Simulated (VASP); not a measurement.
All values below come from PBE GGA, VASP's PBE PAW potentials (set 64) (plane waves; VASP).

The input files of a VASP run:

KPOINTS:
```
K-points
0
Gamma
16 16 16
```

**INCAR**
```
# general
SYSTEM   =  W
PREC     =  Accurate
ENCUT    =  500   # plane-wave cut-off (eV)
LREAL    =  .FALSE.
LASPH    =  .TRUE.

# electronic loop
EDIFF    =  1E-6   # SCF stop (eV)
NELM     =  100   # most electronic steps
ALGO     =  Normal   # blocked Davidson
LMAXMIX  =  6   # l cut-off of mixed one-centre charges

# smearing
ISMEAR   =  1
SIGMA    =  0.1   # width (eV)

# functional
GGA      =  PE   # PBE

# ions
IBRION   =  2   # conjugate gradients
NSW      =  40   # most ionic steps
ISIF     =  3   # ions, shape and volume
EDIFFG   =  -0.02
PSTRESS  =  100

# output
LWAVE    =  .FALSE.
LCHARG   =  .FALSE.
```

**POSCAR**
```
W
1
   -1.5760955651     1.5760955651     1.5760955651
    1.5760955651    -1.5760955651     1.5760955651
    1.5760955651     1.5760955651    -1.5760955651
W
1
Direct
  0.0000000000   0.0000000000   0.0000000000
```

POTCAR, in this order: W_sv (PBE.64 set). Program: vasp_std.

Output of the run:

### OSZICAR
```
       N       E                     dE             d eps       ncg     rms          rms(c)
DAV:   1     0.757002366099E+02    0.75700E+02   -0.76848E+03  3201   0.142E+03
DAV:   2    -0.119690494447E+02   -0.87669E+02   -0.84516E+02  3460   0.330E+02
DAV:   3    -0.135445434527E+02   -0.15755E+01   -0.15616E+01  3625   0.433E+01
DAV:   4    -0.135524786355E+02   -0.79352E-02   -0.79343E-02  3450   0.341E+00
DAV:   5    -0.135525418267E+02   -0.63191E-04   -0.63192E-04  3588   0.308E-01    0.214E+01
DAV:   6    -0.130734216400E+02    0.47912E+00   -0.55152E-01  3391   0.100E+01    0.868E+00
DAV:   7    -0.129456057410E+02    0.12782E+00   -0.30985E-01  3526   0.704E+00    0.632E-01
DAV:   8    -0.129420369269E+02    0.35688E-02   -0.44606E-03  3274   0.103E+00    0.173E-01
DAV:   9    -0.129417981634E+02    0.23876E-03   -0.26007E-04  3612   0.210E-01    0.393E-02
DAV:  10    -0.129417940767E+02    0.40867E-05   -0.22405E-05  3462   0.676E-02    0.552E-03
DAV:  11    -0.129417942149E+02   -0.13821E-06   -0.23047E-07  2009   0.692E-03
   1 F= -.11964339E+02 E0= -.11964165E+02  d E =-.119643E+02
```

### OUTCAR
```
------------------------ aborting loop because EDIFF is reached ----------------------------------------
  FORCE on cell =-STRESS in cart. coord.  units (eV):
  Direction    XX          YY          ZZ          XY          YZ          ZX
  --------------------------------------------------------------------------------------
  Total        0.9620306      0.9620306      0.9620306      0.0000000     -0.0000000      0.0000000
  in kB       98.4219223     98.4219223     98.4219223      0.0000000     -0.0000000      0.0000000
  external PRESSURE =      -1.5780777 kB  Pullay stress =     100.0000000 kB
  volume of cell :       15.66
      direct lattice vectors                 reciprocal lattice vectors
    -1.576095565  1.576095565  1.576095565     0.000000000  0.317239647  0.317239647
     1.576095565 -1.576095565  1.576095565     0.317239647  0.000000000  0.317239647
     1.576095565  1.576095565 -1.576095565     0.317239647  0.317239647  0.000000000
 POSITION                                       TOTAL-FORCE (eV/Angst)
 -----------------------------------------------------------------------------------
      0.00000      0.00000      0.00000         0.000000     -0.000000      0.000000
 -----------------------------------------------------------------------------------
    total drift:                                0.000000     -0.000000      0.000000
  FREE ENERGIE OF THE ION-ELECTRON SYSTEM (eV)
  ---------------------------------------------------
  free  energy   TOTEN  =       -12.9417942149 eV

  energy  without entropy=      -12.9412728065  energy(sigma->0) =      -12.94162041
  enthalpy is  TOTEN    =       -11.9643385905 eV   P V=        0.9774556244

 reached required accuracy - stopping structural energy minimisation
```
(Selected blocks of OUTCAR.)

The compound is W in the bcc structure. It was relaxed first under an external pressure of 10 GPa.
